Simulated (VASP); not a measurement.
These are vdW-DF2, VASP's PBE PAW potentials (set 64) (plane waves; VASP) values and carry that method's errors.

VASP input:

KPOINTS:
```
kpoints
0
Gamma
 6 6 4
```

File POSCAR:
```
SnO
1
    3.8877482188     0.0000000000     0.0000000000
    0.0000000000     3.8877482188     0.0000000000
    0.0000000000     0.0000000000     5.3110171204
Sn O
2 2
Direct
  0.5000000000   0.0000000000   0.7833672441
  0.0000000000   0.5000000000   0.2166327559
  0.5000000000   0.5000000000   0.0000000000
  0.0000000000   0.0000000000   0.0000000000
```

INCAR:
```
# general
SYSTEM   = SnO
PREC     = Accurate
ENCUT    = 520   # plane-wave cut-off (eV)
LREAL    = .FALSE.
LASPH    = .TRUE.   # aspherical one-centre terms

# electronic loop
EDIFF    = 1E-7
NELM     = 100   # most electronic steps
ALGO     = Normal   # blocked Davidson
LMAXMIX  = 4

# smearing
ISMEAR   = 0
SIGMA    = 0.05   # width (eV)

# functional
GGA      = ML
LUSE_VDW = .TRUE.
AGGAC    = 0.0
ZAB_VDW  = -1.8867

# ions
IBRION   = 2   # conjugate gradients
NSW      = 30   # most ionic steps
ISIF     = 4
EDIFFG   = -0.01   # ionic stop

# output
LWAVE    = .FALSE.
LCHARG   = .FALSE.
```

POTCAR, in this order: Sn_d O (PBE.64 set). Program: vasp_std.

Output of the run:

### OSZICAR
```
       N       E                     dE             d eps       ncg     rms          rms(c)
DAV:   1     0.424803909180E+03    0.42480E+03   -0.20652E+04  1448   0.244E+03
DAV:   2     0.444884196290E+02   -0.38032E+03   -0.37377E+03  1576   0.577E+02
DAV:   3    -0.158168187937E+02   -0.60305E+02   -0.59207E+02  1712   0.198E+02
DAV:   4    -0.182451672447E+02   -0.24283E+01   -0.24261E+01  1664   0.452E+01
DAV:   5    -0.183199714330E+02   -0.74804E-01   -0.74796E-01  1912   0.767E+00    0.142E+01
DAV:   6    -0.129303527740E+02    0.53896E+01   -0.39358E+01  2400   0.600E+01    0.538E+00
DAV:   7    -0.128593398600E+02    0.71013E-01   -0.36783E+00  1704   0.121E+01    0.268E+00
DAV:   8    -0.128434951358E+02    0.15845E-01   -0.80329E-01  2088   0.623E+00    0.109E+00
DAV:   9    -0.128168929691E+02    0.26602E-01   -0.22795E-01  2216   0.402E+00    0.335E-01
DAV:  10    -0.128192319483E+02   -0.23390E-02   -0.39679E-02  2024   0.146E+00    0.303E-01
DAV:  11    -0.128171664692E+02    0.20655E-02   -0.11736E-02  2144   0.967E-01    0.294E-02
DAV:  12    -0.128173099710E+02   -0.14350E-03   -0.13802E-03  1584   0.224E-01    0.456E-02
DAV:  13    -0.128172961868E+02    0.13784E-04   -0.13262E-04  2144   0.154E-01    0.113E-02
DAV:  14    -0.128172969659E+02   -0.77910E-06   -0.16713E-05  1624   0.295E-02    0.391E-03
DAV:  15    -0.128172966702E+02    0.29579E-06   -0.46278E-06  1976   0.156E-02    0.137E-03
DAV:  16    -0.128172966990E+02   -0.28815E-07   -0.36744E-07  1432   0.469E-03
   1 F= -.12817297E+02 E0= -.12817297E+02  d E =-.128173E+02
       N       E                     dE             d eps       ncg     rms          rms(c)
DAV:   1    -0.128185682280E+02   -0.12716E-02   -0.15063E+01  1696   0.245E+01    0.851E-01
DAV:   2    -0.128573364767E+02   -0.38768E-01   -0.44882E-01  2184   0.549E+00    0.321E-01
DAV:   3    -0.128566124128E+02    0.72406E-03   -0.55132E-03  1968   0.668E-01    0.219E-01
DAV:   4    -0.128560676377E+02    0.54478E-03   -0.98504E-04  2232   0.391E-01    0.537E-02
DAV:   5    -0.128560737968E+02   -0.61591E-05   -0.31843E-04  1688   0.165E-01    0.156E-02
DAV:   6    -0.128560783959E+02   -0.45991E-05   -0.18337E-05  1768   0.389E-02    0.871E-03
DAV:   7    -0.128560798637E+02   -0.14678E-05   -0.44156E-06  1752   0.182E-02    0.254E-03
DAV:   8    -0.128560800978E+02   -0.23411E-06   -0.72058E-07  1488   0.791E-03    0.477E-04
DAV:   9    -0.128560800798E+02    0.18022E-07   -0.86285E-08   936   0.248E-03
   2 F= -.12856080E+02 E0= -.12856080E+02  d E =-.387834E-01
       N       E                     dE             d eps       ncg     rms          rms(c)
DAV:   1    -0.128550462092E+02    0.10339E-02   -0.12416E+00  1680   0.675E+00    0.241E-01
DAV:   2    -0.128581818122E+02   -0.31356E-02   -0.35168E-02  2152   0.158E+00    0.875E-02
DAV:   3    -0.128580992529E+02    0.82559E-04   -0.43862E-04  1736   0.202E-01    0.586E-02
DAV:   4    -0.128580516759E+02    0.47577E-04   -0.10365E-04  2192   0.137E-01    0.134E-02
DAV:   5    -0.128580542254E+02   -0.25495E-05   -0.26667E-05  1576   0.512E-02    0.527E-03
DAV:   6    -0.128580553345E+02   -0.11091E-05   -0.17348E-06  2096   0.160E-02    0.251E-03
DAV:   7    -0.128580554728E+02   -0.13825E-06   -0.25910E-07  1120   0.434E-03    0.107E-03
DAV:   8    -0.128580555968E+02   -0.12398E-06   -0.58019E-08   880   0.298E-03    0.171E-04
DAV:   9    -0.128580555316E+02    0.65162E-07   -0.17961E-08   808   0.205E-03
   3 F= -.12858056E+02 E0= -.12858056E+02  d E =-.407588E-01
       N       E                     dE             d eps       ncg     rms          rms(c)
DAV:   1    -0.128842228662E+02   -0.26167E-01   -0.12085E+00  1472   0.932E+00    0.924E-01
DAV:   2    -0.128722986483E+02    0.11924E-01   -0.48077E-02  1840   0.274E+00    0.568E-01
DAV:   3    -0.128650663167E+02    0.72323E-02   -0.77757E-03  2048   0.136E+00    0.140E-01
DAV:   4    -0.128649014902E+02    0.16483E-03   -0.23294E-03  1968   0.464E-01    0.434E-02
DAV:   5    -0.128649052621E+02   -0.37719E-05   -0.35953E-04  1624   0.174E-01    0.131E-02
DAV:   6    -0.128649024079E+02    0.28542E-05   -0.24630E-05  2024   0.556E-02    0.427E-03
DAV:   7    -0.128649017070E+02    0.70092E-06   -0.65412E-06  1816   0.173E-02    0.344E-03
DAV:   8    -0.128649018072E+02   -0.10029E-06   -0.94152E-07  1408   0.887E-03    0.904E-04
DAV:   9    -0.128649019147E+02   -0.10748E-06   -0.76366E-08   936   0.395E-03    0.381E-04
DAV:  10    -0.128649019224E+02   -0.77162E-08   -0.21517E-08   808   0.155E-03
   4 F= -.12864902E+02 E0= -.12864902E+02  d E =-.684639E-02
       N       E                     dE             d eps       ncg     rms          rms(c)
DAV:   1    -0.129326427146E+02   -0.67741E-01   -0.39548E+00  1472   0.169E+01    0.168E+00
DAV:   2    -0.128940902252E+02    0.38552E-01   -0.16245E-01  1832   0.493E+00    0.103E+00
DAV:   3    -0.128707825461E+02    0.23308E-01   -0.25498E-02  1920   0.188E+00    0.269E-01
DAV:   4    -0.128698052184E+02    0.97733E-03   -0.55086E-03  2096   0.857E-01    0.815E-02
DAV:   5    -0.128698166560E+02   -0.11438E-04   -0.12752E-03  1600   0.315E-01    0.211E-02
DAV:   6    -0.128698105402E+02    0.61158E-05   -0.69349E-05  2056   0.847E-02    0.769E-03
DAV:   7    -0.128698090434E+02    0.14968E-05   -0.20358E-05  1808   0.313E-02    0.649E-03
DAV:   8    -0.128698092585E+02   -0.21511E-06   -0.25854E-06  1456   0.134E-02    0.192E-03
DAV:   9    -0.128698094341E+02   -0.17557E-06   -0.31068E-07  1360   0.560E-03    0.564E-04
DAV:  10    -0.128698094922E+02   -0.58083E-07   -0.51963E-08   840   0.223E-03
   5 F= -.12869809E+02 E0= -.12869809E+02  d E =-.117540E-01
       N       E                     dE             d eps       ncg     rms          rms(c)
DAV:   1    -0.128698726190E+02   -0.63185E-04   -0.38816E-03  1520   0.525E-01    0.524E-02
DAV:   2    -0.128698336717E+02    0.38947E-04   -0.15466E-04  2032   0.176E-01    0.322E-02
DAV:   3    -0.128698101490E+02    0.23523E-04   -0.23306E-05  2000   0.719E-02    0.859E-03
DAV:   4    -0.128698094323E+02    0.71678E-06   -0.78947E-06  2128   0.238E-02    0.230E-03
DAV:   5    -0.128698096901E+02   -0.25784E-06   -0.13794E-06  1600   0.109E-02    0.813E-04
DAV:   6    -0.128698096409E+02    0.49226E-07   -0.62170E-08   872   0.342E-03
   6 F= -.12869810E+02 E0= -.12869810E+02  d E =-.117541E-01
       N       E                     dE             d eps       ncg     rms          rms(c)
DAV:   1    -0.128697696512E+02    0.40039E-04   -0.24663E-02  1712   0.959E-01    0.387E-02
DAV:   2    -0.128698355238E+02   -0.65873E-04   -0.76494E-04  2104   0.246E-01    0.156E-02
DAV:   3    -0.128698318413E+02    0.36825E-05   -0.10509E-05  1832   0.351E-02    0.992E-03
DAV:   4    -0.128698300352E+02    0.18061E-05   -0.30221E-06  2080   0.254E-02    0.176E-03
DAV:   5    -0.128698303442E+02   -0.30902E-06   -0.87295E-07  1592   0.101E-02    0.738E-04
DAV:   6    -0.128698304801E+02   -0.13583E-06   -0.35700E-08   816   0.251E-03    0.357E-04
DAV:   7    -0.128698304978E+02   -0.17724E-07   -0.10786E-08   744   0.127E-03
   7 F= -.12869830E+02 E0= -.12869830E+02  d E =-.208569E-04
```

**OUTCAR**
```
------------------------ aborting loop because EDIFF is reached ----------------------------------------
  FORCE on cell =-STRESS in cart. coord.  units (eV):
  Direction    XX          YY          ZZ          XY          YZ          ZX
  --------------------------------------------------------------------------------------
  Total        0.6420113      0.6420113      0.6500485      0.0000000      0.0000000      0.0000000
  in kB       12.8138394     12.8138394     12.9742545      0.0000000      0.0000000      0.0000000
  external PRESSURE =      12.8673111 kB  Pullay stress =       0.0000000 kB
  volume of cell :       80.27
      direct lattice vectors                 reciprocal lattice vectors
     3.946670792  0.000000000  0.000000000     0.253378114  0.000000000  0.000000000
     0.000000000  3.946670792  0.000000000     0.000000000  0.253378114  0.000000000
     0.000000000 -0.000000000  5.153617239     0.000000000 -0.000000000  0.194038469
 POSITION                                       TOTAL-FORCE (eV/Angst)
 -----------------------------------------------------------------------------------
      1.97334     -0.00000      3.97934         0.000000     -0.000000      0.004147
      0.00000      1.97334      1.17428         0.000000      0.000000     -0.004147
      1.97334      1.97334      5.15362         0.000000     -0.000000      0.000000
      0.00000      3.94667      0.00000         0.000000      0.000000      0.000000
 -----------------------------------------------------------------------------------
    total drift:                                0.000000      0.000000      0.000000
  FREE ENERGIE OF THE ION-ELECTRON SYSTEM (eV)
  ---------------------------------------------------
  free  energy   TOTEN  =       -12.8698304978 eV

  energy  without entropy=      -12.8698304978  energy(sigma->0) =      -12.86983050

 reached required accuracy - stopping structural energy minimisation
```
(Selected blocks of OUTCAR.)

CONTCAR:
```
SnO
   1.00000000000000
     3.9466707923891788    0.0000000000000000    0.0000000000000000
     0.0000000000000000    3.9466707923891788    0.0000000000000000
     0.0000000000000000   -0.0000000000000000    5.1536172389556683
  Sn              O
     2     2
Direct
     0.5000000000000000    0.0000000000000000    0.7721447942428152
     0.0000000000000000    0.5000000000000000    0.2278552057571848
     0.5000000000000000    0.5000000000000000    1.0000000000000000
     0.0000000000000000    1.0000000000000000    0.0000000000000000
```

The compound is SnO in the litharge structure. This cell is one point of a volume scan, at 0.94 of the reference volume. Symmetry was kept, so distortions that lower it aren't found.
